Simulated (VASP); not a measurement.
Co (space group P6_3/mmc): the measured cell of entry 9012950 of the Crystallography Open Database is

Space group P6₃/mmc (No. 194); a = b = 2.5054 Å, c = 4.0893 Å, α = β = 90.00°, γ = 120.00°

| atom | site | symmetry | x | y | z |
|---|---|---|---|---|---|
| Co | 2c | -6m2 | 0.3333 | 0.6667 | 0.2500 |

These are r2SCAN+rVV10, VASP's PBE PAW potentials (set 64) (plane waves; VASP) values and carry that method's errors. Run with 400 eV cut-off, 19×19×10 Γ-centred mesh, tetrahedra with Blöchl corrections, potentials Co.

The calculation is for a static lattice at zero pressure; the measurement, at 291 K, holds thermal and zero-point expansion. The entry's conditions were not checked, so it may have been measured under pressure.

Problem. How far does the relaxed conventional cell lie from the measured one?

Solution. 
|  | measured | computed | difference |
|---|---|---|---|
| a (Å) | 2.505 | 2.456 | -2.0 % |
| c (Å) | 4.089 | 4.004 | -2.1 % |
| V (Å³/atom) | 11.11 | 10.45 | -5.9 % |

The structure comes from a measured Co entry (P6_3/mmc) of the Crystallography Open Database, whose conditions weren't checked. It was relaxed first, which changed the volume by -6 %. Symmetry was kept, so distortions that lower it aren't found.
